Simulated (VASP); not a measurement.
Here is the system:

```yaml
crystal:
  lattice:
    - [2.95402, 0.00000, 0.00000]
    - [-1.47701, 2.55826, 0.00000]
    - [0.00000, 0.00000, 4.76545]
  atoms:
    - { symbol: Mn, position: [0.00000, 0.00000, 0.00000], spin: 4.0 }
    - { symbol: F, position: [0.33333, 0.66667, 0.25200] }
    - { symbol: F, position: [0.66667, 0.33333, 0.74800] }
```

Method: PBE GGA, VASP's PBE PAW potentials (set 64) (plane waves; VASP). Settings: 400 eV cut-off, 8×8×5 Γ-centred mesh, Gaussian smearing of 0.10 eV, potentials Mn_pv F.

At this cut-off the stress carries a Pulay error, which pulls relaxed volumes low. The moments were started parallel, and other spin orders were not tried in this run.

Question: Which forces act on the atoms, in eV/Å?

Answer: 
```
atom     Fx     Fy      Fz
----  -----  -----  ------
Mn1   0.000  0.000   0.000
F2    0.000  0.000  -0.172
F3    0.000  0.000   0.172
```

Question: Give the stress tensor in GPa (positive for a compressed cell).

Answer: 
```
10.57   0.00   0.00
 0.00  10.57   0.00
 0.00   0.00  -9.07
```
The pressure is its mean diagonal, 4.02 GPa.

The structure was generated: MnF2 was put into an ordered model structure, which need not be its known phase. The cell was not relaxed at this level.
